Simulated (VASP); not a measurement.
Input:

```
CELL_PARAMETERS angstrom
      4.54622     0.00000     0.00000
     -2.27311     3.93714     0.00000
      0.00000     0.00000     5.16933
ATOMIC_POSITIONS crystal
  Ba 0.33333 0.66667 0.99915
  Ga 0.00000 0.00000 0.41801
  Sn 0.66667 0.33333 0.54180
  H  0.00000 0.00000 0.08475
```

These are PBEsol GGA, VASP's PBE PAW potentials (set 64) (plane waves; VASP) values and carry that method's errors. Numerical set-up: 400 eV cut-off, 6×6×5 Γ-centred mesh, tetrahedra with Blöchl corrections, potentials Ba_sv Ga_d Sn_d H.

The cores are frozen, which limits the accuracy of field gradients.

Give the principal components of the electric field gradient (V/Å²) and the asymmetry η at each nucleus.

```tsv
atom	Vxx	Vyy	Vzz	η
Ba1	-31.7	-31.7	63.4	0.00
Ga2	-8.3	-8.3	16.5	0.00
Sn3	65.3	65.2	-130.5	0.00
H4	-2.1	-2.1	4.2	0.00
```

The structure comes from a computed database's BaGaSnH entry (P3m1); how it stands against other phases isn't given here. It was relaxed first, which changed the volume by -7 %.
